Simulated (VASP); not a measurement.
Energy against volume of Eu (bcc). Calculation: RPBE GGA, VASP's PBE PAW potentials (set 64) (plane waves; VASP 6.6.1). Settings: 520 eV cut-off, 11×11×11 Γ-centred mesh, first-order Methfessel-Paxton smearing of 0.10 eV, potentials Eu_2.

The 4f electrons are frozen in the core of the lanthanide potential, so 4f levels, which can set the real gap, and their magnetism are missing.

| V (Å³/atom) | E (eV/atom) |
|---|---|
| 46.694 | -1.59510 |
| 48.138 | -1.59621 |
| 49.583 | -1.59414 |
| 51.027 | -1.58934 |

Problem. Fit these four points and predict the energy of the run at 45.250 Å³/atom.

Solution. A cubic in V^(−2/3), the third-order Birch-Murnaghan form, passes through the four points with V0 = 47.89 Å³/atom and B0 = 12 GPa, and gives -1.5903 eV/atom there. The run gave -1.5906 eV/atom, -0.3 meV/atom from the fit; all five points give B0 = 12 GPa.

The compound is Eu in the bcc structure. It was relaxed first.
